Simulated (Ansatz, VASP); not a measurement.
# Sb (Antimony): VASP beside Ansatz, part 2 of 2

Aim: how closely do two programs agree when they are given the same cell, functional and k mesh? The structure shown comes from an earlier Ansatz run, which isn't shown and may have moved the atoms alone.

VASP 6.6.1 and Ansatz 0.2.0.

So far: The starting structure; Ansatz: elastic constants, LDA.

### 3. VASP: elastic constants, LDA

Level of this step: LDA; plane waves and PAW (Sb) (VASP).

The same cell, functional (in two slightly different forms), mesh and smearing now go to VASP, with its own data sets.

Lines of VASP's logs that name or quote its potential files are left out, and so is its time.

The input, INCAR:

```
SYSTEM = Sb
PREC = Accurate
ENCUT = 500
EDIFF = 1E-08
NELM = 120
ISMEAR = 1
SIGMA = 0.25
LREAL = .FALSE.
ALGO = Normal
GGA = CA
NBANDS = 11
LORBIT = 11
LWAVE = .FALSE.
LCHARG = .FALSE.
ISIF = 3
IBRION = 6
NFREE = 2
POTIM = 0.015
NSW = 1
LASPH = .TRUE.
GGA_COMPAT = .FALSE.
KPAR = 2
```

The input, POSCAR:

```
Sb
1.0
    2.1472947622      1.2397412090      3.6538007695
   -2.1472947622      1.2397412090      3.6538007695
    0.0000000000     -2.4794824179      3.6538007695
Sb
2
Direct
    0.2358425463      0.2358425463      0.2358425463
    0.7641574537      0.7641574537      0.7641574537
```

The input, KPOINTS:

```
Automatic mesh
0
Gamma
12 12 12
0 0 0
```

The projector-augmented-wave data sets are Sb (LDA family, release 64).

Run with:

```bash
$ mpirun -np 2 vasp_std
```

Numbers of over 12 decimals in the logs are rounded to 6 here.

The program printed:

```text
[banner, memory and clock lines left out]
running    2 mpi-ranks, on    1 nodes
 distrk:  each k-point on    1 cores,    2 groups
 distr:  one band on    1 cores,    1 groups

 POSCAR found type information on POSCAR Sb
 POSCAR found :  1 types and       2 ions
 LDA part: xc-table for (Slater(with rela. corr.)+CA(PZ))
 , standard interpolation
 POSCAR, INCAR and KPOINTS ok, starting setup
 FFT: planning ... GRIDC
 FFT: planning ... GRID_SOFT
 FFT: planning ... GRID
 WAVECAR not read
 entering main loop
       N       E                     dE             d eps       ncg     rms          rms(c)
DAV:   1     0.369368080091E+02    0.36937E+02   -0.34959E+03  4158   0.695E+02
DAV:   2    -0.760218009654E+01   -0.44539E+02   -0.43039E+02  5664   0.114E+02
DAV:   3    -0.963269173958E+01   -0.20305E+01   -0.20102E+01  5099   0.280E+01
DAV:   4    -0.965162154717E+01   -0.18930E-01   -0.18915E-01  4670   0.313E+00
DAV:   5    -0.965183642073E+01   -0.21487E-03   -0.21487E-03  4845   0.381E-01    0.324E+00
DAV:   6    -0.963578473049E+01    0.16052E-01   -0.35871E-03  4641   0.324E-01    0.193E+00
DAV:   7    -0.962680427989E+01    0.89805E-02   -0.76945E-03  4536   0.469E-01    0.551E-02
DAV:   8    -0.962681345192E+01   -0.91720E-05   -0.21706E-04  4659   0.105E-01    0.179E-02
DAV:   9    -0.962681724617E+01   -0.37942E-05   -0.14995E-05  4812   0.239E-02    0.657E-03
DAV:  10    -0.962681688982E+01    0.35635E-06   -0.17238E-06  4680   0.728E-03    0.963E-04
DAV:  11    -0.962681692386E+01   -0.34036E-07   -0.15810E-07  4713   0.246E-03    0.358E-04
DAV:  12    -0.962681692332E+01    0.53973E-09   -0.10069E-08  2829   0.557E-04
   1 F= -.96268169E+01 E0= -.96283306E+01  d E =0.454094E-02
[... from here on, the cycles between the ionic steps are left out ...]
   2 F= -.96239444E+01 E0= -.96254066E+01  d E =0.438666E-02
   3 F= -.96201029E+01 E0= -.96214434E+01  d E =0.402144E-02
   4 F= -.96239740E+01 E0= -.96254331E+01  d E =0.437747E-02
   8 F= -.96252252E+01 E0= -.96266520E+01  d E =0.428037E-02
   9 F= -.96252252E+01 E0= -.96266520E+01  d E =0.428034E-02
  10 F= -.96242030E+01 E0= -.96256449E+01  d E =0.432567E-02
  11 F= -.96241904E+01 E0= -.96256490E+01  d E =0.437584E-02
  12 F= -.96241921E+01 E0= -.96256428E+01  d E =0.435195E-02
  13 F= -.96241921E+01 E0= -.96256428E+01  d E =0.435196E-02
  14 F= -.96265955E+01 E0= -.96280979E+01  d E =0.450715E-02
  15 F= -.96265955E+01 E0= -.96280979E+01  d E =0.450715E-02
  16 F= -.96272694E+01 E0= -.96287705E+01  d E =0.450334E-02
 Finite differences progress:
  Degree of freedom:   8/  8
  Displacement:        1/  2
  Total:              15/ 16
 bond charge predicted
       N       E                     dE             d eps       ncg     rms          rms(c)
DAV:   1    -0.962486794804E+01    0.24014E-02   -0.24788E-01  4221   0.284E+00    0.110E-01
DAV:   2    -0.962533797674E+01   -0.47003E-03   -0.60256E-03  4720   0.582E-01    0.358E-02
DAV:   3    -0.962531617723E+01    0.21800E-04   -0.98430E-05  4776   0.741E-02    0.163E-02
DAV:   4    -0.962531287530E+01    0.33019E-05   -0.11465E-05  4724   0.185E-02    0.505E-03
DAV:   5    -0.962531278054E+01    0.94758E-07   -0.82788E-07  4671   0.582E-03    0.787E-04
DAV:   6    -0.962531278039E+01    0.14700E-09   -0.45563E-08  4734   0.137E-03
  17 F= -.96253128E+01 E0= -.96268182E+01  d E =0.451617E-02
 Finite differences progress:
  Degree of freedom:   8/  8
  Displacement:        2/  2
  Total:              16/ 16
```

OUTCAR, selected parts (step 3):

```text
ion  position               nearest neighbor table
   1  0.236  0.236  0.236-   2 2.91   2 2.91   2 2.91   2 3.27   2 3.27   2 3.27
   2  0.764  0.764  0.764-   1 2.91   1 2.91   1 2.91   1 3.27   1 3.27   1 3.27

  LATTYP: Found a trigonal (rhomboedric) cell.
 ALAT       =     4.4156645167
 COS(alpha) =     0.5270435148

 Subroutine GETGRP returns: Found 12 space group operations
 (whereof 12 operations were pure point group operations)

The static configuration has the point symmetry D_3d.

 Found    189 irreducible k-points:

   k-points           NKPTS =    189   k-points in BZ     NKDIM =    189   number of bands    NBANDS=     11

   dimension x,y,z NGX =    32 NGY =   32 NGZ =   32
   dimension x,y,z NGXF=    64 NGYF=   64 NGZF=   64

   ENCUT  =  500.0 eV  36.75 Ry    6.06 a.u.   8.05  8.05  8.05*2*pi/ulx,y,z

   NELECT =      10.0000    total number of electrons

 k-points in reciprocal lattice and weights: Automatic mesh
   0.00000000  0.00000000  0.00000000       0.001
   0.08333333  0.00000000 -0.00000000       0.003
   0.16666667  0.00000000 -0.00000000       0.003
   0.25000000  0.00000000  0.00000000       0.003
   0.33333333  0.00000000  0.00000000       0.003
   0.41666667  0.00000000 -0.00000000       0.003
   0.50000000  0.00000000  0.00000000       0.002
   0.08333333  0.08333333 -0.00000000       0.003
   0.16666667  0.08333333  0.00000000       0.007
[...]
-0.41666667  0.50000000  0.41666667       0.003
   0.50000000  0.50000000  0.50000000       0.001

 average (electrostatic) potential at core
       1 -86.3593       2 -86.3592

 E-fermi :   7.5285

 k-point     1 :       0.0000    0.0000    0.0000
  band No.  band energies     occupation
      1      -5.3952      2.00000
      2       2.8807      2.00000
      3       5.5698      2.00000
      4       5.6634      2.00000
      5       5.6634      2.00000
      6       9.8033     -0.00000
      7      10.3575     -0.00000
      8      10.3575     -0.00000
      9      12.4935     -0.00000
     10      12.4935     -0.00000
    ...

 k-point     2 :       0.0833    0.0000   -0.0000
  band No.  band energies     occupation
      1      -5.3167      2.00000
      2       2.4766      2.00000
      3       5.5856      2.00000
      4       5.6530      2.00000
      5       5.8722      2.00000
      6       9.7269     -0.00000
      7      10.1413     -0.00000
      8      10.1429     -0.00000
      9      12.1925     -0.00000
     10      12.5104     -0.00000
    ...

 k-point     3 :       0.1667    0.0000   -0.0000
  band No.  band energies     occupation
      1      -5.0820      2.00000
      2       1.5690      2.00000
      3       5.5994      2.00000
      4       5.6322      2.00000
      5       6.2610      2.00000
      6       9.3884     -0.00000
      7       9.6004     -0.00000
      8       9.6232     -0.00000
      9      12.0337     -0.00000
     10      12.6438      0.00000
    ...

  Total        0.1840265      0.1840265      0.1758322      0.0000000      0.0000000      0.0000000
  in kB        5.0521023      5.0521023      4.8271430      0.0000000      0.0000000      0.0000000
  external PRESSURE =       4.9771158 kB  Pullay stress =       0.0000000 kB

  energy-cutoff  :      500.00
  volume of cell :       58.36
      direct lattice vectors                 reciprocal lattice vectors
     2.147294762  1.239741209  3.653800770     0.232851124  0.134436659  0.091229203
    -2.147294762  1.239741209  3.653800770    -0.232851124  0.134436659  0.091229203
     0.000000000 -2.479482418  3.653800770     0.000000000 -0.268873319  0.091229203

 POSITION                                       TOTAL-FORCE (eV/Angst)
 -----------------------------------------------------------------------------------
      0.00000      0.00000      2.57017         0.000000      0.000000      0.136553
      0.00000      0.00000      8.37624         0.000000     -0.000000     -0.136553
 -----------------------------------------------------------------------------------
    total drift:                               -0.000000      0.000000      0.000128

  FREE ENERGIE OF THE ION-ELECTRON SYSTEM (eV)
  ---------------------------------------------------
  free  energy   TOTEN  =        -9.6253127804 eV

  energy  without entropy=       -9.6298289476  energy(sigma->0) =       -9.62681817

  SYMMETRIZED ELASTIC MODULI (kBar)
 Direction    XX          YY          ZZ          XY          YZ          ZX
 --------------------------------------------------------------------------------
 XX        1164.9257    389.2335    453.1328      0.0000   -307.9584      0.0000
 YY         389.2335   1164.9257    453.1328      0.0000    307.9584      0.0000
 ZZ         453.1328    453.1328    801.0235      0.0000      0.0000      0.0000
 XY           0.0000      0.0000      0.0000    387.8461      0.0000   -307.9584
 YZ        -307.9584    307.9584      0.0000      0.0000    640.6318      0.0000
 ZX           0.0000      0.0000      0.0000   -307.9584      0.0000    640.6318
 --------------------------------------------------------------------------------

 Eigenvectors and eigenvalues of the dynamical matrix
 ----------------------------------------------------

   1 f  =    4.330701 THz    27.210598 2PiTHz  144.456644 cm-1    17.910333 meV
             X         Y         Z           dx          dy          dz
      0.000000  0.000000  2.585165     0.000000    0.000000    0.707107
      0.000000  0.000000  8.376237    -0.000000   -0.000000   -0.707107

   2 f  =    2.812320 THz    17.670325 2PiTHz   93.808882 cm-1    11.630814 meV
             X         Y         Z           dx          dy          dz
      0.000000  0.000000  2.585165     0.707107    0.000004   -0.000000
      0.000000  0.000000  8.376237    -0.707107   -0.000004    0.000000

   3 f  =    2.812320 THz    17.670325 2PiTHz   93.808882 cm-1    11.630814 meV
             X         Y         Z           dx          dy          dz
      0.000000  0.000000  2.585165     0.000004   -0.707107    0.000000
      0.000000  0.000000  8.376237    -0.000004    0.707107   -0.000000

   4 f  =    0.000000 THz     0.000000 2PiTHz    0.000002 cm-1     0.000000 meV
             X         Y         Z           dx          dy          dz
      0.000000  0.000000  2.585165     0.000000    0.471771   -0.526718
      0.000000  0.000000  8.376237     0.000000    0.471771   -0.526718

   5 f  =    0.000000 THz     0.000000 2PiTHz    0.000000 cm-1     0.000000 meV
             X         Y         Z           dx          dy          dz
      0.000000  0.000000  2.585165     0.707107    0.000000    0.000000
      0.000000  0.000000  8.376237     0.707107    0.000000    0.000000

   6 f/i=    0.000000 THz     0.000000 2PiTHz    0.000001 cm-1     0.000000 meV
             X         Y         Z           dx          dy          dz
      0.000000  0.000000  2.585165    -0.000000    0.526718    0.471771
      0.000000  0.000000  8.376237    -0.000000    0.526718    0.471771

 ELASTIC MODULI CONTR FROM IONIC RELAXATION (kBar)
 Direction    XX          YY          ZZ          XY          YZ          ZX
 --------------------------------------------------------------------------------
 XX        -111.2722    -83.9516   -146.0639      0.0000     49.3891     -0.0000
 YY         -83.9516   -111.2722   -146.0639     -0.0000    -49.3891      0.0000
 ZZ        -146.0639   -146.0639   -218.5663     -0.0000     -0.0000      0.0000
 XY           0.0000     -0.0000     -0.0000    -13.6603     -0.0000     49.3891
 YZ          49.3891    -49.3891     -0.0000     -0.0000   -178.5676      0.0000
 ZX          -0.0000      0.0000      0.0000     49.3891      0.0000   -178.5677
 --------------------------------------------------------------------------------

 TOTAL ELASTIC MODULI (kBar)
 Direction    XX          YY          ZZ          XY          YZ          ZX
 --------------------------------------------------------------------------------
 XX        1053.6535    305.2818    307.0689      0.0000   -258.5693     -0.0000
 YY         305.2818   1053.6535    307.0689     -0.0000    258.5693      0.0000
 ZZ         307.0689    307.0689    582.4573     -0.0000      0.0000      0.0000
 XY           0.0000     -0.0000     -0.0000    374.1858     -0.0000   -258.5693
 YZ        -258.5693    258.5693      0.0000     -0.0000    462.0641      0.0000
 ZX          -0.0000      0.0000      0.0000   -258.5693      0.0000    462.0641
 --------------------------------------------------------------------------------

 total charge
# of ion       s       p       d       tot
------------------------------------------
    1        1.222   1.170   0.041   2.433
    2        1.222   1.170   0.041   2.433
--------------------------------------------------
tot          2.444   2.341   0.082   4.866

[... 3 further parts left out ...]
```

Levels, forces or a CONTCAR printed for this step are those of its last displaced cell, not of the structure at rest.

### 4. Differences

Known differences besides the potentials themselves: the two LDA forms differ slightly; the data sets hold 30 valence electrons in Ansatz (on its default PAW (the set named soft_2) files) and 10 in VASP; the cutoff is 420 eV in Ansatz and 500 eV in VASP; VASP's log shows a relativistic correction to its local exchange, Ansatz's none; VASP takes each elastic constant from one size of strain, Ansatz from those that its log lists. Total energies have different zeros and are not compared.

Both answers:

```tsv
quantity	Ansatz	VASP	difference
C11 (GPa)	105.0	105.4	-0.35 %
C22 (GPa)	105.0	105.4	-0.35 %
C33 (GPa)	57.0	58.2	-2.14 %
C12 (GPa)	29.5	30.5	-3.43 %
C13 (GPa)	29.5	30.7	-3.85 %
C23 (GPa)	29.5	30.7	-3.85 %
C44 (GPa)	45.0	46.2	-2.65 %
C55 (GPa)	45.0	46.2	-2.65 %
C66 (GPa)	37.8	37.4	+0.91 %
```

### 5. Results

```yaml
difference_in_c13_elastic_constants_lda: -3.8 %
```

What this shows: The difference in C13 is -3.8 % (elastic constants, LDA), within the 5 % picked in this series as the mark of a large difference. The data sets hold unlike numbers of valence electrons (30 in Ansatz and 10 in VASP), so part of the differences comes from the potentials. Such differences can come from data sets, numerical settings and the points named under the comparisons, not from the functional's error against experiment.

[Lines on the potential files, build, host, timing and source positions are cut from VASP's logs without a mark.]

[Logs are printed without paths, hosts, clocks, repeated set-up lines and the standing remarks that a program may print on its own settings, such as how far it seeks lower states.]

[Hosts, paths, dates, database ids (printed as entryN), source tags and the programs' standing remarks are cut or masked in the printed files.]
